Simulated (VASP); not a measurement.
Computed with PBE GGA, VASP's PBE PAW potentials (set 64) (plane waves; VASP).

VASP input:

### KPOINTS
```
Automatic mesh
0
Gamma
6 6 6
0 0 0
```

File POSCAR:
```
CuZn
1.0
  5.8056000000   0.0000000000   0.0000000000
  0.0000000000   5.8056000000   0.0000000000
  0.0000000000   0.0000000000   5.8056000000
Zn Cu
8 8
Cart
  1.4514000000   1.4514000000   1.4514000000
  1.4514000000   1.4514000000   4.3542000000
  1.4514000000   4.3542000000   1.4514000000
  1.4514000000   4.3542000000   4.3542000000
  4.3542000000   1.4514000000   1.4514000000
  4.3542000000   1.4514000000   4.3542000000
  4.3542000000   4.3542000000   1.4514000000
  4.3542000000   4.3542000000   4.3542000000
  0.0000000000   0.0000000000   0.0000000000
  0.0000000000   0.0000000000   2.9028000000
  0.0000000000   2.9028000000   0.0000000000
  0.0000000000   2.9028000000   2.9028000000
  2.9028000000   0.0000000000   0.0000000000
  2.9028000000   0.0000000000   2.9028000000
  2.9028000000   2.9028000000   0.0000000000
  2.9028000000   2.9028000000   2.9028000000
```

**INCAR**
```
! general
SYSTEM  = CuZn
PREC    = Accurate
ENCUT   = 300   ! plane-wave cut-off (eV)
LREAL   = Auto
LASPH   = .True.

! electronic loop
EDIFF   = 1E-6   ! SCF stop (eV)
NELM    = 100   ! most electronic steps
ALGO    = Normal   ! blocked Davidson
LMAXMIX = 4

! smearing
ISMEAR  = 1   ! Methfessel-Paxton
SIGMA   = 0.136   ! width (eV)

! functional
GGA     = PE   ! PBE

! ions
ISIF    = 2   ! forces and stress, cell fixed

! output
LWAVE   = .False.
LCHARG  = .False.
```

POTCAR, in this order: Zn Cu (PBE.64 set). Program: vasp_std.

Q: What will the output report for the number of irreducible k-points (NKPTS), largest plane-wave count, number of space-group operations, FFT grid (NGX, NGY, NGZ)?

A: 
```yaml
number of irreducible k-points (NKPTS): 20
largest_plane_wave_count: 2332
number_of_space_group_operations: 48
FFT grid (NGX, NGY, NGZ): 36 × 36 × 36
```

The structure is a typed CuZn crystal. The cell was not relaxed at this level. The run is one of a series of settings (LREAL = Auto, KPOINTS 6×6×6 Γ-centred mesh against the base run), some of them coarse on purpose.
